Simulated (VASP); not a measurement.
All values below come from PBE GGA, VASP's PBE PAW potentials (set 64) (plane waves; VASP).

Gaps are without spin-orbit coupling.

Problem. Order these relaxed crystals by band gap, smallest first: FeS2, Pa-3 (205); BaHfO3, Pm-3m (221); MgTe, F-43m (216); HgS, P3_221 (154).

Solution. FeS2, Pa-3 (205) (0.45 eV), HgS, P3_221 (154) (1.76 eV), MgTe, F-43m (216) (2.32 eV), BaHfO3, Pm-3m (221) (3.54 eV)
